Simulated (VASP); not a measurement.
# Gap of C (Diamond), level by level

Aim: the band gap of C (Diamond) at many levels of theory on one cell, with the cost of each. The levels: LDA, PBE, r2SCAN, TB-mBJ, TPSS, BLYP, HSE06, B3LYP, r2SCAN-EpsX, HSE03 and r2SCANh. LASPH is on for some levels and off for others; the table marks which. The start is a cell from a database of measured crystal structures.

Method: LDA; plane waves and PAW (C), in the first sound run; inputs show where later runs differ, in VASP 6.6.1.

## 1. Starting point

It takes space group Fd-3m (No. 227, cubic). Conventional cell: a = 3.567 Å, b = 3.567 Å, c = 3.567 Å, α = 90.00°, β = 90.00°, γ = 90.00°. Nearest to C lie 4 C at 1.54 Å.

As a file:

```xyz
2
Lattice="0.0000 1.7834 1.7834 1.7834 0.0000 1.7834 1.7834 1.7834 0.0000" Properties=species:S:1:pos:R:3 pbc="T T T"
C     0.0000    0.0000    0.0000
C     0.8917    0.8917    0.8917
```

## 2. Bands with LDA

Levels along the symmetry lines show where the bands peak and cross; KPOINTS_OPT computes them in the converged potential. LDA, the lowest rung, knows the local density alone.

File INCAR:

```
SYSTEM = C
PREC = Accurate
ENCUT = 520
EDIFF = 1E-06
NELM = 100
ISMEAR = 0
SIGMA = 0.02
LREAL = .FALSE.
ALGO = Normal
GGA = CA
NBANDS = 16
LORBIT = 11
LWAVE = .FALSE.
LCHARG = .FALSE.
KPAR = 4
```

File POSCAR:

```
C
1.0
    0.0000000000      1.7833700000      1.7833700000
    1.7833700000      0.0000000000      1.7833700000
    1.7833700000      1.7833700000      0.0000000000
C
2
Direct
    0.0000000000      0.0000000000      0.0000000000
    0.2500000000      0.2500000000      0.2500000000
```

File KPOINTS:

```
Automatic mesh
0
Gamma
7 7 7
0 0 0
```

File KPOINTS_OPT:

```
Line mode
16
Line-mode
Reciprocal
  0.00000000   0.00000000   0.00000000 GAMMA
  0.50000000   0.00000000   0.50000000 X

  0.50000000   0.00000000   0.50000000 X
  0.50000000   0.25000000   0.75000000 W

  0.50000000   0.25000000   0.75000000 W
  0.37500000   0.37500000   0.75000000 K

  0.37500000   0.37500000   0.75000000 K
  0.00000000   0.00000000   0.00000000 GAMMA

  0.00000000   0.00000000   0.00000000 GAMMA
  0.50000000   0.50000000   0.50000000 L

  0.50000000   0.50000000   0.50000000 L
  0.62500000   0.25000000   0.62500000 U

  0.62500000   0.25000000   0.62500000 U
  0.50000000   0.25000000   0.75000000 W

  0.50000000   0.25000000   0.75000000 W
  0.50000000   0.50000000   0.50000000 L

  0.50000000   0.50000000   0.50000000 L
  0.37500000   0.37500000   0.75000000 K

  0.62500000   0.25000000   0.62500000 U
  0.50000000   0.00000000   0.50000000 X
```

Potentials, in the order of the species: C (PBE family, release 64).

Launch:

```sh
mpirun -np 4 vasp_std
```

Numbers of over 12 decimals in the logs are rounded to 6 here.

Log:

```text
[banner, memory and clock lines left out]
running    4 mpi-ranks, on    1 nodes
 distrk:  each k-point on    1 cores,    4 groups
 distr:  one band on    1 cores,    1 groups

 POSCAR found type information on POSCAR C
 POSCAR found :  1 types and       2 ions
|                                                                             |
|               ----> ADVICE to this user running VASP <----                  |
|                                                                             |
|     You enforced a specific xc type in the INCAR file but a different       |
|     [... a line on the potential file left out ...]
|     I HOPE YOU KNOW WHAT YOU ARE DOING!                                     |
|                                                                             |

 LDA part: xc-table for (Slater(with rela. corr.)+CA(PZ))
 , standard interpolation
 POSCAR, INCAR and KPOINTS ok, starting setup
 FFT: planning ... GRIDC
 FFT: planning ... GRID_SOFT
 FFT: planning ... GRID
 WAVECAR not read
 entering main loop
       N       E                     dE             d eps       ncg     rms          rms(c)
DAV:   1     0.146753030814E+01    0.14675E+01   -0.44771E+03   640   0.496E+02
DAV:   2    -0.207129230911E+02   -0.22180E+02   -0.21460E+02   864   0.112E+02
DAV:   3    -0.210291255575E+02   -0.31620E+00   -0.31609E+00   720   0.995E+00
DAV:   4    -0.210293680326E+02   -0.24248E-03   -0.24247E-03   848   0.349E-01
DAV:   5    -0.210293682370E+02   -0.20441E-06   -0.20441E-06   704   0.864E-03    0.552E+00
DAV:   6    -0.204605945976E+02    0.56877E+00   -0.20151E-01   712   0.263E+00    0.318E+00
DAV:   7    -0.202624137104E+02    0.19818E+00   -0.25293E-01   744   0.293E+00    0.719E-01
DAV:   8    -0.202623781086E+02    0.35602E-04   -0.94821E-03   688   0.590E-01    0.701E-02
DAV:   9    -0.202623348826E+02    0.43226E-04   -0.48427E-05   808   0.428E-02    0.232E-02
DAV:  10    -0.202623368392E+02   -0.19566E-05   -0.35862E-06   744   0.118E-02    0.555E-03
DAV:  11    -0.202623366728E+02    0.16641E-06   -0.23943E-07   464   0.281E-03
   1 F= -.20262337E+02 E0= -.20262337E+02  d E =-.488144E-98
 Start KPOINTS_OPT (optional k-point list driver)
k-point batch [1-20\160]
       N       E                     dE             ncg
DAV:   1     0.669432146778E+03   -0.52024E+04      640
DAV:   2     0.241540421851E+03   -0.42789E+03      856
DAV:   3     0.235260549439E+03   -0.62799E+01      688
DAV:   4     0.235256540257E+03   -0.40092E-02      832
DAV:   5     0.235256537108E+03   -0.31485E-05      720
DAV:   6     0.235256537106E+03   -0.27024E-08      672
[...]
k-point batch [141-160\160]
       N       E                     dE             ncg
DAV:   1     0.425578968664E+03   -0.92834E+04      648
DAV:   2    -0.174892432441E+02   -0.44307E+03      848
DAV:   3    -0.230790011471E+02   -0.55898E+01      768
DAV:   4    -0.230824507876E+02   -0.34496E-02      848
DAV:   5    -0.230824531674E+02   -0.23798E-05      784
DAV:   6    -0.230824531695E+02   -0.20666E-08      672
```

Elapsed: 11 s, on 4 MPI ranks of AMD EPYC 7R43, shared host; peak memory 0.35 GiB; 41 s of CPU time.

The logs omit lines about the potential files and the build; timing stands in the text.

From OUTCAR (step 2):

```text
ion  position               nearest neighbor table
   1  0.000  0.000  0.000-   2 1.54   2 1.54   2 1.54   2 1.54
   2  0.250  0.250  0.250-   1 1.54   1 1.54   1 1.54   1 1.54

  LATTYP: Found a face centered cubic cell.
 ALAT       =     3.5667400000

 Subroutine GETGRP returns: Found 48 space group operations
 (whereof 24 operations were pure point group operations)

The static configuration has the point symmetry T_d .
 The point group associated with its full space group is O_h .

 Found     20 irreducible k-points:

   k-points           NKPTS =     20   k-points in BZ     NKDIM =     20   number of bands    NBANDS=     16

   dimension x,y,z NGX =    20 NGY =   20 NGZ =   20
   dimension x,y,z NGXF=    40 NGYF=   40 NGZF=   40

   ENCUT  =  520.0 eV  38.22 Ry    6.18 a.u.   4.69  4.69  4.69*2*pi/ulx,y,z

   NELECT =       8.0000    total number of electrons

 k-points in reciprocal lattice and weights: Automatic mesh
   0.00000000  0.00000000  0.00000000       0.003
   0.14285714  0.00000000  0.00000000       0.023
   0.28571429  0.00000000  0.00000000       0.023
   0.42857143  0.00000000  0.00000000       0.023
   0.14285714  0.14285714  0.00000000       0.017
   0.28571429  0.14285714  0.00000000       0.070
   0.42857143  0.14285714  0.00000000       0.070
  -0.42857143  0.14285714  0.00000000       0.070
  -0.28571429  0.14285714  0.00000000       0.070
[...]
-0.42857143  0.42857143  0.14285714       0.070
  -0.28571429  0.42857143  0.14285714       0.070

 average (electrostatic) potential at core
       1 -45.3467       2 -45.3467

 E-fermi :   9.7954

 k-point     1 :       0.0000    0.0000    0.0000
  band No.  band energies     occupation
      1     -11.8252      2.00000
      2       9.5006      2.00000
      3       9.5006      2.00000
      4       9.5006      2.00000
      5      15.0452      0.00000
      6      15.0452      0.00000
      7      15.0452      0.00000
      8      23.0751      0.00000
      9      28.5024      0.00000
    ...

 k-point     2 :       0.1429    0.0000    0.0000
  band No.  band energies     occupation
      1     -11.2614      2.00000
      2       6.5512      2.00000
      3       8.6922      2.00000
      4       8.6922      2.00000
      5      16.1047      0.00000
      6      16.1047      0.00000
      7      16.5890      0.00000
      8      23.4526      0.00000
      9      29.2776      0.00000
    ...

 k-point     3 :       0.2857    0.0000    0.0000
  band No.  band energies     occupation
      1      -9.5930      2.00000
      2       1.7552      2.00000
      3       7.4891      2.00000
      4       7.4891      2.00000
      5      17.4864      0.00000
      6      17.4864      0.00000
      7      17.9474      0.00000
      8      24.3245      0.00000
      9      29.9991      0.00000
    ...

  Total       -0.7572431     -0.7572431     -0.7572431      0.0000000      0.0000000      0.0000000
  in kB     -106.9526471   -106.9526471   -106.9526471      0.0000000      0.0000000      0.0000000
  external PRESSURE =    -106.9526471 kB  Pullay stress =       0.0000000 kB

  energy-cutoff  :      520.00
  volume of cell :       11.34
      direct lattice vectors                 reciprocal lattice vectors
     0.000000000  1.783370000  1.783370000    -0.280368067  0.280368067  0.280368067
     1.783370000  0.000000000  1.783370000     0.280368067 -0.280368067  0.280368067
     1.783370000  1.783370000  0.000000000     0.280368067  0.280368067 -0.280368067

 POSITION                                       TOTAL-FORCE (eV/Angst)
 -----------------------------------------------------------------------------------
      0.00000      0.00000      0.00000         0.000000      0.000000      0.000000
      0.89168      0.89168      0.89168        -0.000000     -0.000000     -0.000000
 -----------------------------------------------------------------------------------
    total drift:                                0.000000      0.000000      0.000000

  FREE ENERGIE OF THE ION-ELECTRON SYSTEM (eV)
  ---------------------------------------------------
  free  energy   TOTEN  =       -20.2623366728 eV

  energy  without entropy=      -20.2623366728  energy(sigma->0) =      -20.26233667

 total charge
# of ion       s       p       d       tot
------------------------------------------
    1        0.812   1.751   0.000   2.563
    2        0.812   1.751   0.000   2.563
--------------------------------------------------
tot          1.623   3.502   0.000   5.126

[... 3 further parts left out ...]
```

The PAW data sets were made with PBE, though LDA sets exist; this is a small mismatch. At this level the cell is under a tension of 10.7 GPa, so at these settings it is away from equilibrium.

Numbers from this step:

```yaml
scf_cycles: 11
electrons: 8
bands: 16
irreducible_k_points: 20
symmetry_operations: 48
free_energy_toten: -20.26 eV
fermi_energy: 9.795 eV
pressure: -10.70 GPa
metallic: no
least_gap_on_mesh_and_path: 4.100 eV
least_direct_gap_on_mesh_and_path: 5.545 eV
valence_top_at_k: 0, 0, 0
conduction_bottom_at_k: 0.3667, 0, 0.3667
least_direct_gap_at_k: 0, 0, 0
```

The electronic bands at the labelled points (eV, zero at the valence-band top; v1 is the highest filled band, c1 the lowest empty one):

```
          point      v3     v2     v1     c1     c2     c3     c4
              Γ    0.00   0.00   0.00   5.54   5.54   5.54  13.57
0.47 of the way   -3.92  -3.84  -3.84   4.50  10.74  10.99  10.99
              X  -12.61  -6.30  -6.30   4.71   4.71  16.64  16.64
0.47 of the way  -12.30  -7.23  -7.23   6.57   6.57  15.61  15.61
              W  -11.78  -8.37  -8.37  10.45  10.45  12.35  12.35
0.47 of the way  -11.50  -9.08  -6.74   7.60  10.72  13.28  14.15
              K  -11.59  -9.37  -5.36   5.62  10.66  14.25  15.55
0.53 of the way   -5.95  -5.11  -1.52   7.77   8.64   9.57  13.68
              Γ    0.00   0.00   0.00   5.54   5.54   5.54  13.57
0.47 of the way   -5.97  -1.61  -1.61   7.58   7.58   8.07  14.49
              L  -13.37  -2.79  -2.79   8.39   8.39   9.03  15.41
0.53 of the way  -12.48  -6.15  -4.05   6.98  11.03  12.10  14.61
              U  -11.59  -9.37  -5.36   5.62  10.66  14.25  15.55
0.47 of the way  -11.52  -9.15  -6.47   7.18  10.72  13.46  14.44
              W  -11.78  -8.37  -8.37  10.45  10.45  12.35  12.35
0.47 of the way  -12.21  -6.58  -4.93   8.24   9.57  13.35  14.58
              L  -13.37  -2.79  -2.79   8.39   8.39   9.03  15.41
0.53 of the way  -12.48  -6.15  -4.05   6.98  11.03  12.10  14.61
              K  -11.59  -9.37  -5.36   5.62  10.66  14.25  15.55
      jump to U  -11.59  -9.37  -5.36   5.62  10.66  14.25  15.55
0.53 of the way  -12.39  -7.44  -6.09   4.91   6.39  16.05  16.36
              X  -12.61  -6.30  -6.30   4.71   4.71  16.64  16.64
```

The electronic bands as a text plot (rows in eV, shown from -8.0 to 10.1 only):

```
    9.7 |   ++       ++     +              +        ++ + ++
    9.0 |     +               +        +++++     + ++ ++++    +
    8.2 |  +        +       ++++      ++++++         +++++
    7.5 |              +   +  +      +      +             +
    6.7 | +    +          +    ++   +        +  +          +   +
    6.0 |+         +    ++      ++ +          ++            ++
    5.2 |+++    + +               +                           +++
    4.4 |   ++++++                                              +
    3.7 |
    2.9 |
    2.2 |
    1.4 |
    0.7 |
   -0.1 |*                      ****
   -0.8 | *                   **   **
   -1.6 | **                    *    **
   -2.3 |                    *      *  **
   -3.1 |   *               *  *         ***           ****
   -3.9 |                  *  **           **         **   *
   -4.6 |    **          **   *      *       *       **   * *
   -5.4 |      *        *                   * **             **
   -6.1 |     * **           *                  *   **     *   **
   -6.9 |         **   *     *        *            *
   -7.6 |           *       *                *   *  *          *
         Γ       X    W  K        Γ      L     U  W     L   K|U X
```

The gap is 4.10 eV, indirect, from Γ to a point between the labelled ones.

## 3. Bands with PBE

This step: PBE; plane waves and PAW (C) (VASP 6.6.1).

PBE, the usual starting point, adds the gradient of the density.

Edit INCAR of step 2 so:

```diff
@@ -9,3 +9,3 @@
 ALGO = Normal
-GGA = CA
+GGA = PE
 NBANDS = 16
```

POSCAR is that of step 2.

KPOINTS is that of step 2.

KPOINTS_OPT is that of step 2.

Launch:

```sh
mpirun -np 4 vasp_std
```

Log:

```text
[banner, memory and clock lines left out]
running    4 mpi-ranks, on    1 nodes
 distrk:  each k-point on    1 cores,    4 groups
 distr:  one band on    1 cores,    1 groups

 POSCAR found type information on POSCAR C
 POSCAR found :  1 types and       2 ions
 LDA part: xc-table for (Slater+PW92), standard interpolation
 POSCAR, INCAR and KPOINTS ok, starting setup
 FFT: planning ... GRIDC
 FFT: planning ... GRID_SOFT
 FFT: planning ... GRID
 WAVECAR not read
 entering main loop
       N       E                     dE             d eps       ncg     rms          rms(c)
DAV:   1     0.370646612931E+01    0.37065E+01   -0.44799E+03   640   0.496E+02
DAV:   2    -0.185061751732E+02   -0.22213E+02   -0.21497E+02   864   0.112E+02
DAV:   3    -0.188219643975E+02   -0.31579E+00   -0.31568E+00   720   0.995E+00
DAV:   4    -0.188222050956E+02   -0.24070E-03   -0.24069E-03   848   0.348E-01
DAV:   5    -0.188222052994E+02   -0.20383E-06   -0.20383E-06   696   0.864E-03    0.556E+00
DAV:   6    -0.183420772724E+02    0.48013E+00   -0.17066E-01   704   0.242E+00    0.332E+00
DAV:   7    -0.181805550259E+02    0.16152E+00   -0.22356E-01   736   0.277E+00    0.780E-01
DAV:   8    -0.181824814369E+02   -0.19264E-02   -0.91848E-03   696   0.547E-01    0.668E-02
DAV:   9    -0.181824975632E+02   -0.16126E-04   -0.32057E-05   848   0.345E-02    0.250E-02
DAV:  10    -0.181825235267E+02   -0.25963E-04   -0.17006E-05   736   0.260E-02    0.429E-03
DAV:  11    -0.181825233737E+02    0.15299E-06   -0.12864E-07   624   0.243E-03
   1 F= -.18182523E+02 E0= -.18182523E+02  d E =-.377056E-79
 Start KPOINTS_OPT (optional k-point list driver)
k-point batch [1-20\160]
       N       E                     dE             ncg
DAV:   1     0.698413581807E+03   -0.51734E+04      640
DAV:   2     0.268292160867E+03   -0.43012E+03      848
DAV:   3     0.262046619687E+03   -0.62455E+01      688
DAV:   4     0.262042576126E+03   -0.40436E-02      848
DAV:   5     0.262042572858E+03   -0.32673E-05      720
DAV:   6     0.262042572855E+03   -0.28193E-08      664
[...]
k-point batch [141-160\160]
       N       E                     dE             ncg
DAV:   1     0.453591146825E+03   -0.92554E+04      648
DAV:   2     0.765511918884E+01   -0.44594E+03      856
DAV:   3     0.203346180353E+01   -0.56217E+01      792
DAV:   4     0.202984634109E+01   -0.36155E-02      824
DAV:   5     0.202984369260E+01   -0.26485E-05      784
DAV:   6     0.202984369007E+01   -0.25261E-08      688
```

Wall time 12 s (4 MPI ranks); peak memory 0.35 GiB.

From OUTCAR (step 3):

```text
 Found     20 irreducible k-points:

   NELECT =       8.0000    total number of electrons

 E-fermi :   9.9948

 k-point     1 :       0.0000    0.0000    0.0000
  band No.  band energies     occupation
      1     -11.7466      2.00000
      2       9.7312      2.00000
      3       9.7312      2.00000
      4       9.7312      2.00000
      5      15.3208      0.00000
      6      15.3208      0.00000
      7      15.3208      0.00000
      8      23.0632      0.00000
      9      29.0247      0.00000
    ...

 k-point     2 :       0.1429    0.0000    0.0000
  band No.  band energies     occupation
      1     -11.1823      2.00000
      2       6.7539      2.00000
      3       8.9222      2.00000
      4       8.9222      2.00000
      5      16.3850      0.00000
      6      16.3850      0.00000
      7      16.8390      0.00000
      8      23.5401      0.00000
      9      29.8253      0.00000
    ...

  Total        0.1756654      0.1756654      0.1756654      0.0000000      0.0000000      0.0000000
  in kB       24.8108969     24.8108969     24.8108969      0.0000000      0.0000000      0.0000000
  external PRESSURE =      24.8108969 kB  Pullay stress =       0.0000000 kB

  FREE ENERGIE OF THE ION-ELECTRON SYSTEM (eV)
  ---------------------------------------------------
  free  energy   TOTEN  =       -18.1825233737 eV

  energy  without entropy=      -18.1825233737  energy(sigma->0) =      -18.18252337

 total charge
# of ion       s       p       d       tot
------------------------------------------
    1        0.829   1.748   0.000   2.577
    2        0.829   1.748   0.000   2.577
--------------------------------------------------
tot          1.658   3.496   0.000   5.154

[... 10 parts as in an earlier step ...]

[... 5 further parts left out ...]
```

At this level the cell is under a pressure of 2.5 GPa, so at these settings it is away from equilibrium.

This step gave:

| Property | Result |
| --- | --- |
| free energy (TOTEN) | -18.18 eV |
| Fermi energy | 9.995 eV |
| pressure | 2.481 GPa |
| least gap on mesh and path | 4.128 eV |
| least direct gap on mesh and path | 5.590 eV |

Electronic bands along the path, in eV, zero at the valence-band top; v1 is the highest filled band, c1 the lowest empty one:

```
          point      v3     v2     v1     c1     c2     c3     c4
              Γ    0.00   0.00   0.00   5.59   5.59   5.59  13.33
0.47 of the way   -4.02  -3.84  -3.84   4.53  10.79  11.07  11.07
              X  -12.76  -6.30  -6.30   4.76   4.76  16.81  16.81
0.47 of the way  -12.47  -7.21  -7.21   6.63   6.63  15.74  15.74
              W  -11.97  -8.32  -8.32  10.62  10.62  12.32  12.32
0.47 of the way  -11.66  -9.03  -6.72   7.68  10.84  13.34  14.21
              K  -11.73  -9.32  -5.36   5.68  10.75  14.37  15.63
0.53 of the way   -6.03  -5.11  -1.52   7.83   8.65   9.63  13.69
              Γ    0.00   0.00   0.00   5.59   5.59   5.59  13.33
0.47 of the way   -6.02  -1.61  -1.61   7.64   7.64   8.03  14.50
              L  -13.37  -2.80  -2.80   8.46   8.46   8.85  15.70
0.53 of the way  -12.50  -6.19  -4.05   7.04  11.11  12.05  14.77
              U  -11.73  -9.32  -5.36   5.68  10.75  14.37  15.63
0.47 of the way  -11.67  -9.09  -6.46   7.26  10.82  13.54  14.50
              W  -11.97  -8.32  -8.32  10.62  10.62  12.32  12.32
0.47 of the way  -12.24  -6.63  -4.92   8.37   9.56  13.36  14.71
              L  -13.37  -2.80  -2.80   8.46   8.46   8.85  15.70
0.53 of the way  -12.50  -6.19  -4.05   7.04  11.11  12.05  14.77
              K  -11.73  -9.32  -5.36   5.68  10.75  14.37  15.63
      jump to U  -11.73  -9.32  -5.36   5.68  10.75  14.37  15.63
0.53 of the way  -12.54  -7.43  -6.09   4.96   6.44  16.20  16.50
              X  -12.76  -6.30  -6.30   4.76   4.76  16.81  16.81
```

The electronic bands as a text plot (rows in eV, shown from -8.0 to 10.1 only):

```
    9.8 |   ++       ++     +              +       ++  + ++
    9.0 |     +               +         ++++     +  ++++++    +
    8.2 |  +        +       ++++      ++++++         +++++
    7.5 | +            +   +  +      +      +             +
    6.7 |      +          +    ++   +        +  +          +   +
    6.0 |+      +  +    ++      ++ +          ++            ++
    5.2 |+++      +               +                           +++
    4.5 |   ++++++                                              +
    3.7 |
    3.0 |
    2.2 |
    1.4 |
    0.7 |
   -0.1 |*                      ****
   -0.8 | *                   **   **
   -1.6 | **                    *    **
   -2.3 |                    *      *  **
   -3.1 |   *               *  *         ***           ****
   -3.8 |                  *  **           **         **   *
   -4.6 |    **          **          *       *       **   * *
   -5.4 |    * *        *     *             * **             **
   -6.1 |     * **           *                  *   **     *   **
   -6.9 |         **   *     *        *            *
   -7.6 |           * *     *                *   *  *          *
         Γ       X    W  K        Γ      L     U  W     L   K|U X
```

The gap is 4.13 eV, indirect, from Γ to a point between the labelled ones. Against LDA that is +0.03 eV; the cost is about the same.

(Continued in part 2 of 6.)

[Lines on the potential files, build, host, timing and source positions are cut from VASP's logs without a mark.]

[Logs are printed without paths, hosts, clocks, repeated set-up lines and the standing remarks that a program may print on its own settings, such as how far it seeks lower states.]

[Hosts, paths, dates, database ids (printed as entryN), source tags and the programs' standing remarks are cut or masked in the printed files.]

[A measured line is paired with the nearest computed mode of its activity, which favours agreement.]
